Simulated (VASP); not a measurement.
Consider the following.

```yaml
crystal:
  lattice:
    - [5.06212, 0.00000, 0.00000]
    - [0.00000, 5.06212, 0.00000]
    - [0.00000, 0.00000, 5.06212]
  atoms:
    - { symbol: Be, position: [0.00713, 0.99287, 0.99287] }
    - { symbol: Be, position: [0.49287, 0.50713, 0.99287] }
    - { symbol: Be, position: [0.49287, 0.99287, 0.50713] }
    - { symbol: Be, position: [0.00713, 0.50713, 0.50713] }
    - { symbol: Se, position: [0.25000, 0.25000, 0.25000] }
    - { symbol: Se, position: [0.75000, 0.75000, 0.25000] }
    - { symbol: Se, position: [0.75000, 0.25000, 0.75000] }
    - { symbol: S, position: [0.25000, 0.75000, 0.75000] }
```

Level of theory: PBEsol GGA, VASP's PBE PAW potentials (set 64) (plane waves; VASP 6.6.1). Numerical set-up: 400 eV cut-off, Gaussian smearing of 0.050 eV, potentials Be Se S.

Predict the band gap (along the path) with the smallest direct gap where there is one.

| Quantity | Result |
|---|---|
| band gap (along the path) | 2.39 eV |
| smallest direct gap (along the path) | 2.39 eV |

The absolute energy has meaning only against runs of the same code, potentials and settings.

The structure was generated: Be4SSe3 was put into an ordered model structure (P-43m), which need not be its known phase. It was relaxed first.
